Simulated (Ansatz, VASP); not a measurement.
# Zr6SiO14 (amorphous 86ZrO2-14SiO2 (mol %)) in two plane-wave programs

Wanted: the spread between two codes on one cell, functional and k mesh. The structure shown is the start of the Ansatz relaxation below; VASP solves that cell, so the two are compared at the walk's first step.

Main program and level: Ansatz 0.2.0; plane waves, with VASP 6.6.1 beside it; single point at PBE.

## 1. Starting point

The cell holds 84 atoms: 24 Zr, 4 Si and 56 O. Cell: a = 10.403 Å, b = 10.403 Å, c = 10.403 Å, α = 90.0°, β = 90.0°, γ = 90.0°. As first built, before any earlier steps moved the atoms (in the runner's words): 84 atoms (24 Zr, 4 Si, 56 O) placed at random at 4.72 g/cm^3, melted at 5000 K for 10 ps at fixed volume with the Morse and Coulomb pair potential with partial charges (Pedone, Malavasi, Menziani, Cormack and Segre, J. Phys. Chem. B 110, 11780 (2006)). Quenched from 5000 K to 300 K at 50 K/ps and fixed volume, held 5 ps, then minimised at fixed cell.

## 2. Ansatz: relaxation, PBE

Ansatz runs on its default PAW (the set named soft_2) files.

The two programs are compared at the cell with which this relaxation starts, whose forces are those of its first step.

File input.yaml:

```yaml
crystal:
  lattice:
    - [10.4028, 0.0, 0.0]
    - [0.0, 10.4028, 0.0]
    - [0.0, 0.0, 10.4028]
  atoms:
    - { symbol: Zr, position: [0.94964, 0.52872, 0.77941] }
    - { symbol: Zr, position: [0.54257, 0.31229, 0.9853] }
    - { symbol: Zr, position: [0.48615, 0.61935, 0.8636] }
    - { symbol: Zr, position: [0.18962, 0.51619, 0.24431] }
    - { symbol: Zr, position: [0.25538, 0.02963, 0.96488] }
    - { symbol: Zr, position: [0.32162, 0.22666, 0.19424] }
    - { symbol: Zr, position: [0.63025, 0.95099, 0.99682] }
    - { symbol: Zr, position: [0.28917, 0.97564, 0.448] }
    - { symbol: Zr, position: [0.91539, 0.3972, 0.48785] }
    - { symbol: Zr, position: [0.02247, 0.3212, 0.99896] }
    - { symbol: Zr, position: [0.94636, 0.84777, 0.80392] }
    - { symbol: Zr, position: [0.40216, 0.65331, 0.57892] }
    - { symbol: Zr, position: [0.74776, 0.13694, 0.79007] }
    - { symbol: Zr, position: [0.58316, 0.07952, 0.42809] }
    - { symbol: Zr, position: [0.70946, 0.76391, 0.33966] }
    - { symbol: Zr, position: [0.43792, 0.77158, 0.14773] }
    - { symbol: Zr, position: [0.07884, 0.15865, 0.72322] }
    - { symbol: Zr, position: [0.62735, 0.37972, 0.61803] }
    - { symbol: Zr, position: [0.08513, 0.71322, 0.48472] }
    - { symbol: Zr, position: [0.03253, 0.85922, 0.21052] }
    - { symbol: Zr, position: [0.55023, 0.48383, 0.32038] }
    - { symbol: Zr, position: [0.76782, 0.62495, 0.02602] }
    - { symbol: Zr, position: [0.91575, 0.98451, 0.47149] }
    - { symbol: Zr, position: [0.26184, 0.33695, 0.52751] }
    - { symbol: Si, position: [0.27279, 0.42892, 0.8222] }
    - { symbol: Si, position: [0.17485, 0.70492, 0.97327] }
    - { symbol: Si, position: [0.85171, 0.16385, 0.25589] }
    - { symbol: Si, position: [0.46414, 0.94283, 0.71756] }
    - { symbol: O, position: [0.46842, 0.78438, 0.72652] }
    - { symbol: O, position: [0.15632, 0.19712, 0.90559] }
    - { symbol: O, position: [0.62112, 0.49988, 0.96757] }
    - { symbol: O, position: [0.71653, 0.42936, 0.43515] }
    - { symbol: O, position: [0.62243, 0.86861, 0.1922] }
    - { symbol: O, position: [0.39443, 0.58881, 0.22884] }
    - { symbol: O, position: [0.26152, 0.79708, 0.54712] }
    - { symbol: O, position: [0.15096, 0.84611, 0.04124] }
    - { symbol: O, position: [0.66473, 0.14789, 0.99094] }
    - { symbol: O, position: [0.71925, 0.93307, 0.45005] }
    - { symbol: O, position: [0.9759, 0.83864, 0.60702] }
    - { symbol: O, position: [0.33556, 0.69769, 0.97872] }
    - { symbol: O, position: [0.24843, 0.54818, 0.49344] }
    - { symbol: O, position: [0.90442, 0.01328, 0.2575] }
    - { symbol: O, position: [0.34466, 0.99738, 0.78743] }
    - { symbol: O, position: [0.91917, 0.23325, 0.84467] }
    - { symbol: O, position: [0.46365, 0.98114, 0.56293] }
    - { symbol: O, position: [0.70128, 0.15392, 0.28686] }
    - { symbol: O, position: [0.59156, 0.99512, 0.78933] }
    - { symbol: O, position: [0.46707, 0.39266, 0.49087] }
    - { symbol: O, position: [0.55038, 0.54958, 0.68569] }
    - { symbol: O, position: [0.61006, 0.29056, 0.79622] }
    - { symbol: O, position: [0.20954, 0.12738, 0.55848] }
    - { symbol: O, position: [0.49863, 0.34344, 0.1854] }
    - { symbol: O, position: [0.83048, 0.68374, 0.83372] }
    - { symbol: O, position: [0.68175, 0.60646, 0.21555] }
    - { symbol: O, position: [0.01595, 0.47816, 0.33959] }
    - { symbol: O, position: [0.90144, 0.07476, 0.65213] }
    - { symbol: O, position: [0.18117, 0.35442, 0.11518] }
    - { symbol: O, position: [0.90646, 0.77704, 0.37106] }
    - { symbol: O, position: [0.31328, 0.57081, 0.74915] }
    - { symbol: O, position: [0.55435, 0.66318, 0.43416] }
    - { symbol: O, position: [0.98608, 0.57502, 0.58782] }
    - { symbol: O, position: [0.13495, 0.59874, 0.06896] }
    - { symbol: O, position: [0.08062, 0.70079, 0.84862] }
    - { symbol: O, position: [0.89769, 0.47999, 0.97076] }
    - { symbol: O, position: [0.20016, 0.07066, 0.15846] }
    - { symbol: O, position: [0.387, 0.43695, 0.92354] }
    - { symbol: O, position: [0.06851, 0.32282, 0.59792] }
    - { symbol: O, position: [0.59861, 0.74517, 0.98129] }
    - { symbol: O, position: [0.40257, 0.1251, 0.35514] }
    - { symbol: O, position: [0.25829, 0.34775, 0.33584] }
    - { symbol: O, position: [0.1439, 0.70938, 0.29356] }
    - { symbol: O, position: [0.91066, 0.24286, 0.14516] }
    - { symbol: O, position: [0.6597, 0.18463, 0.57786] }
    - { symbol: O, position: [0.38372, 0.86549, 0.31169] }
    - { symbol: O, position: [0.8876, 0.76715, 0.1006] }
    - { symbol: O, position: [0.39463, 0.18038, 0.01573] }
    - { symbol: O, position: [0.42868, 0.93139, 0.02946] }
    - { symbol: O, position: [0.81892, 0.41464, 0.66903] }
    - { symbol: O, position: [0.90779, 0.2029, 0.40463] }
    - { symbol: O, position: [0.09843, 0.93701, 0.39673] }
    - { symbol: O, position: [0.80882, 0.95921, 0.8928] }
    - { symbol: O, position: [0.11956, 0.4366, 0.84411] }
    - { symbol: O, position: [0.08865, 0.98162, 0.82352] }
    - { symbol: O, position: [0.30715, 0.32783, 0.71644] }
kpoints:
  mp_grid: { grid: [1, 1, 1] }
hamiltonian:
  xc: pbe
scf:
  occupations: { method: fermi_dirac, width: 0.025 }
output:
  forces: true
relax:
  f_tol: 0.04
  max_steps: 250
  cell: {}
```

Run with:

```sh
ansatz run input.yaml --threads 4 --pin off --max-ram 8192MiB --backend cpu --events-out ev --progress --plain --runs-dir out
```

Numbers of over 12 decimals in the logs are rounded to 6 here.

The log of the run:

```text
Engine: ansatz 0.2.0, x86_64-unknown-linux-gnu
Pseudopotentials: kind: paw
Pseudopotential: Zr, paw, valence charge 12, recommended cutoff 420 eV (normal), Zr.paw.azcp
Pseudopotential: Si, paw, valence charge 4, recommended cutoff 420 eV (normal), Si.paw.azcp
Pseudopotential: O, paw, valence charge 6, recommended cutoff 420 eV (normal), O.paw.azcp
Functional definition: PBE
  parameter kappa = 0.804
  parameter beta = 0.066725
  exchange = pbe_x(kappa = kappa, mu = beta*pi^2/3)
  correlation = pbe_c(beta = beta)
Crystal: 84 atoms, lattice volume = 1125.773 Å³
Basis set: ecut = 420 eV, 22119 PW (Γ), exchange–correlation on 144×144×144 points (8 copies of the dense FFT grid, shifted against one another)
Bands: 404, of which v1, the nominal top of the filled ones, is band 320 counted from 1 (319 counted from 0)
Symmetry: 1 space group operations
Space group: P1 (ITA 1), of the structure as read, at distance tolerance 1.0e-4 Å
k-points: 1
Non-local potential: Zr, projectors of the file, l = 0: 3, l = 1: 2, l = 2: 2, l = 3: 2
Non-local potential: Si, projectors of the file, l = 0: 2, l = 1: 2, l = 2: 2
Non-local potential: O, projectors of the file, l = 0: 2, l = 1: 2, l = 2: 1
PAW form: soft (Blöchl's): semilocal exchange-correlation on the pseudo side does not see the compensation charge
PAW one-centre angular grid: Zr, 590 points (default); XC on 64 Gauss nodes
PAW one-centre angular grid: Si, 110 points (default); XC on 64 Gauss nodes
PAW one-centre angular grid: O, 110 points (default); XC on 64 Gauss nodes
Initial density: superposition of atomic densities (neutral atoms: chi_scale 0, normalization atom), corrected by the library's trained network
Initial wavefunctions: pseudopotential atomic-orbital guess
Functional: x = pbe(κ = 0.804, μ = 0.219515), c = pbe(β = 0.066725)
SCF iter   1: F=—  HF=-134857.445327 eV  |F-HF|=—  |Δ(HF+E_count)|=         —  Δρ=4.21e-3  dr2=1.67e-1  ethr=1.77e-3  ⟨swp⟩=6.0  Hψ=1494  notcnv=0  defer=47
preconditioner: auto → Resta (q_TF=auto, 2.483 Å⁻¹)  ε∞=3.9  [insulator: Δε(μ)=3.236 eV  Ē_g=15.846 eV  σ=0.025 eV  W_gap=1.00  n_scr=256 (ndim 8)  ℏωp=26.9 eV  f_vac=0.079  D(μ)=0.00/eV (n_scr^D=0)  ε∞_Penn≈3.9]
SCF iter   2: F=—  HF=-134857.423788 eV  |F-HF|=—  |Δ(HF+E_count)|=   2.15e-2  Δρ=2.21e-3  dr2=2.97e-2  ethr=2.60e-5  ⟨swp⟩=2.0  Hψ=795  notcnv=0  defer=74
SCF iter   3: F=—  HF=-134857.425550 eV  |F-HF|=—  |Δ(HF+E_count)|=   1.76e-3  Δρ=1.02e-3  dr2=8.49e-3  ethr=4.64e-6  ⟨swp⟩=2.0  Hψ=511  notcnv=0  defer=74
SCF iter   4: F=—  HF=-134857.427759 eV  |F-HF|=—  |Δ(HF+E_count)|=   2.21e-3  Δρ=2.72e-4  dr2=8.25e-4  ethr=1.33e-6  ⟨swp⟩=2.0  Hψ=502  notcnv=0  defer=74
SCF iter   5: F=—  HF=-134857.428014 eV  |F-HF|=—  |Δ(HF+E_count)|=   2.54e-4  Δρ=1.72e-4  dr2=3.35e-4  ethr=1.29e-7  ⟨swp⟩=2.0  Hψ=552  notcnv=0  defer=74
SCF iter   6: F=—  HF=-134857.428054 eV  |F-HF|=—  |Δ(HF+E_count)|=   4.01e-5  Δρ=5.51e-5  dr2=3.63e-5  ethr=5.23e-8  ⟨swp⟩=2.0  Hψ=502  notcnv=0  defer=74
SCF iter   7: F=—  HF=-134857.430556 eV  |F-HF|=—  |Δ(HF+E_count)|=   2.50e-3  Δρ=3.62e-5  dr2=1.41e-5  ethr=5.68e-9  ⟨swp⟩=2.0  Hψ=710  notcnv=0  defer=74
SCF iter   8: F=—  HF=-134857.430559 eV  |F-HF|=—  |Δ(HF+E_count)|=   2.75e-6  Δρ=9.96e-6  dr2=1.43e-6  ethr=2.21e-9  ⟨swp⟩=2.0  Hψ=554  notcnv=0  defer=74
SCF iter   9: F=—  HF=-134857.430561 eV  |F-HF|=—  |Δ(HF+E_count)|=   1.72e-6  Δρ=5.93e-6  dr2=4.32e-7  ethr=2.23e-10  ⟨swp⟩=2.0  Hψ=542  notcnv=0  defer=74
SCF iter  10: F=—  HF=-134857.430561 eV  |F-HF|=—  |Δ(HF+E_count)|=   1.32e-7  Δρ=3.43e-6  dr2=1.32e-7  ethr=6.75e-11  ⟨swp⟩=2.0  Hψ=552  notcnv=0  defer=74
SCF iter  11: F=-134857.430561 eV  HF=-134857.430561 eV  |F-HF|=7.42e-9  |Δ(HF+E_count)|=   2.05e-8  Δρ=9.00e-7  dr2=1.15e-8  ethr=1.56e-11  ⟨swp⟩=3.0  Hψ=952  notcnv=0
SCF 1 converged in 11 iterations: F = -134857.430561 eV  dr2 = 1.15e-8
  greatest PAW one-centre occupation: 0.995 electrons in one spin orbital (limit 2), on the Zr atom at site 10 (counted from 0), in its partial waves of l = 0
relax step   1: F+E_penalty+E_count = -134857.43056088 eV  Δ(F+E_penalty+E_count) = +0.000e0 eV  max|allowed force component| = 2.697e0 eV/Å  Δτ_max = 0.0000 Å  P = -3.539 GPa  Ω = 1125.773 Å³  (11 SCF iters, dr2 threshold 1.00e-7 eV, accepted)
Crystal: 84 atoms, lattice volume = 1084.162 Å³
Basis set: ecut = 420 eV, 21183 PW (Γ), exchange–correlation on 144×144×144 points (8 copies of the dense FFT grid, shifted against one another)
Initial density: handed on by an earlier stage of this run
Initial wavefunctions: those handed on with the density
iter 1 solved again at ethr=2.19e-4 eV; its pass at ethr=3.10e-3 eV (dr2=1.40e0 eV) is discarded
SCF iter   1: F=—  HF=-134859.745247 eV  |F-HF|=—  |Δ(HF+E_count)|=         —  Δρ=1.39e-2  dr2=1.42e0  ethr=2.19e-4  ⟨swp⟩=9.0  Hψ=1796  notcnv=0  defer=1
[...]
atom  62  O      0.00390267     0.00542993    -0.00626007
  atom  63  O     -0.00406925     0.00270864    -0.00259314
  atom  64  O     -0.00461561     0.00433812     0.00143096
  atom  65  O      0.00144027    -0.00230297    -0.00063200
  atom  66  O     -0.00322698    -0.00105055    -0.00021077
  atom  67  O      0.00280797     0.00150944    -0.00193019
  atom  68  O      0.00029132    -0.00144977    -0.00093605
  atom  69  O     -0.00586615    -0.00089756     0.00317939
  atom  70  O     -0.00185126     0.00474940     0.00815209
  atom  71  O     -0.00024969     0.00220920     0.00189653
  atom  72  O     -0.00057196     0.00056727    -0.00366876
  atom  73  O     -0.00092373     0.00353624     0.00129886
  atom  74  O      0.00214516     0.00012523    -0.00284105
  atom  75  O      0.00335699    -0.00155030    -0.00477316
  atom  76  O     -0.00212185    -0.00102252     0.00220301
  atom  77  O      0.00046830    -0.00002256     0.00111029
  atom  78  O      0.00123475    -0.00077820     0.00199566
  atom  79  O     -0.00139162     0.00054026     0.00190931
  atom  80  O     -0.00137312    -0.00259731     0.00111505
  atom  81  O      0.00019845    -0.00113200    -0.00328375
  atom  82  O      0.00520532     0.00402581    -0.00624326
  atom  83  O     -0.00696040    -0.00439272    -0.00161863
  atom  84  O      0.00200556     0.00389598    -0.00532778
  max |Σ_I F_I| component: 2.58e-5 eV/Å
--- Stress (GPa, compression-positive) ---
       -0.015995      -0.017497       0.007431
       -0.017496      -0.009794       0.003620
        0.007431       0.003620       0.009156
  P = ⅓ Tr σ = -0.0055 GPa (-0.055 kbar)
--- Relaxed structure (14 steps of the walk, 12 accepted, 2 SCFs on fresh bases) ---
  F+E_penalty+E_count = -134860.98826366 eV   max|allowed force component| = 1.661e-2 eV/Å   (the final SCF, on the basis selected at the relaxed cell)
  cell:  # Å, volume = 1089.9682 Å³
    - [10.113525, -0.246681, 0.074156]
    - [-0.246681, 10.282975, 0.142532]
    - [0.074156, 0.142532, 10.489461]
  atoms:
    - { symbol: Zr, position: [0.946448, 0.535478, 0.773708] }
    - { symbol: Zr, position: [0.545874, 0.305320, 0.987966] }
    - { symbol: Zr, position: [0.492473, 0.617372, 0.865742] }
    - { symbol: Zr, position: [0.186827, 0.515118, 0.245411] }
    - { symbol: Zr, position: [0.255058, 0.025348, 0.961986] }
    - { symbol: Zr, position: [0.311697, 0.211164, 0.200239] }
    - { symbol: Zr, position: [0.641356, 0.946874, 1.000568] }
    - { symbol: Zr, position: [0.288909, 0.983756, 0.465783] }
    - { symbol: Zr, position: [0.907480, 0.399404, 0.483113] }
    - { symbol: Zr, position: [0.025093, 0.326770, 1.005989] }
    - { symbol: Zr, position: [0.947784, 0.865071, 0.790605] }
    - { symbol: Zr, position: [0.410634, 0.645968, 0.564185] }
    - { symbol: Zr, position: [0.747918, 0.145210, 0.784951] }
    - { symbol: Zr, position: [0.599052, 0.088363, 0.438641] }
    - { symbol: Zr, position: [0.724860, 0.764549, 0.317139] }
    - { symbol: Zr, position: [0.418892, 0.790061, 0.170426] }
    - { symbol: Zr, position: [0.083994, 0.171071, 0.736498] }
    - { symbol: Zr, position: [0.619465, 0.391288, 0.623655] }
    - { symbol: Zr, position: [0.092261, 0.709694, 0.475267] }
    - { symbol: Zr, position: [0.041720, 0.870021, 0.208927] }
    - { symbol: Zr, position: [0.546328, 0.481833, 0.312927] }
    - { symbol: Zr, position: [0.776453, 0.624818, 0.024077] }
    - { symbol: Zr, position: [0.921416, 0.980008, 0.479280] }
    - { symbol: Zr, position: [0.247027, 0.346257, 0.523729] }
    - { symbol: Si, position: [0.274540, 0.423149, 0.805907] }
    - { symbol: Si, position: [0.171529, 0.695915, 0.972605] }
    - { symbol: Si, position: [0.853385, 0.160614, 0.264343] }
    - { symbol: Si, position: [0.468379, 0.933726, 0.722670] }
    - { symbol: O, position: [0.465720, 0.774624, 0.721427] }
    - { symbol: O, position: [0.152594, 0.196309, 0.921294] }
    - { symbol: O, position: [0.620585, 0.498643, 0.971001] }
    - { symbol: O, position: [0.707273, 0.420994, 0.435687] }
    - { symbol: O, position: [0.615042, 0.865100, 0.191637] }
    - { symbol: O, position: [0.390396, 0.589769, 0.231527] }
    - { symbol: O, position: [0.268756, 0.792142, 0.544324] }
    - { symbol: O, position: [0.155640, 0.841171, 0.040210] }
    - { symbol: O, position: [0.666566, 0.147415, 0.984804] }
    - { symbol: O, position: [0.722740, 0.933586, 0.449179] }
    - { symbol: O, position: [0.983151, 0.837449, 0.604786] }
    - { symbol: O, position: [0.334105, 0.690579, 0.968316] }
    - { symbol: O, position: [0.235575, 0.554103, 0.473917] }
    - { symbol: O, position: [0.903890, 0.010389, 0.258358] }
    - { symbol: O, position: [0.346398, 0.997559, 0.792755] }
    - { symbol: O, position: [0.920423, 0.237724, 0.842302] }
    - { symbol: O, position: [0.468117, 0.979640, 0.570053] }
    - { symbol: O, position: [0.692483, 0.154489, 0.277725] }
    - { symbol: O, position: [0.604538, 0.984584, 0.791173] }
    - { symbol: O, position: [0.453290, 0.430793, 0.503370] }
    - { symbol: O, position: [0.568521, 0.561784, 0.692445] }
    - { symbol: O, position: [0.603781, 0.288217, 0.795870] }
    - { symbol: O, position: [0.194201, 0.130734, 0.553953] }
    - { symbol: O, position: [0.502486, 0.342333, 0.185715] }
[...]
- { symbol: O, position: [0.435301, 0.932593, 0.029479] }
    - { symbol: O, position: [0.813038, 0.416948, 0.671296] }
    - { symbol: O, position: [0.909471, 0.198875, 0.408872] }
    - { symbol: O, position: [0.102965, 0.933003, 0.396975] }
    - { symbol: O, position: [0.819340, 0.965157, 0.898897] }
    - { symbol: O, position: [0.117502, 0.438112, 0.841812] }
    - { symbol: O, position: [0.099217, 0.986247, 0.823723] }
    - { symbol: O, position: [0.285751, 0.296417, 0.716356] }
```

(Continued in part 2 of 2.)

[Lines on the potential files, build, host, timing and source positions are cut from VASP's logs without a mark.]

[Logs are printed without paths, hosts, clocks, repeated set-up lines and the standing remarks that a program may print on its own settings, such as how far it seeks lower states.]

[Hosts, paths, dates, database ids (printed as entryN), source tags and the programs' standing remarks are cut or masked in the printed files.]
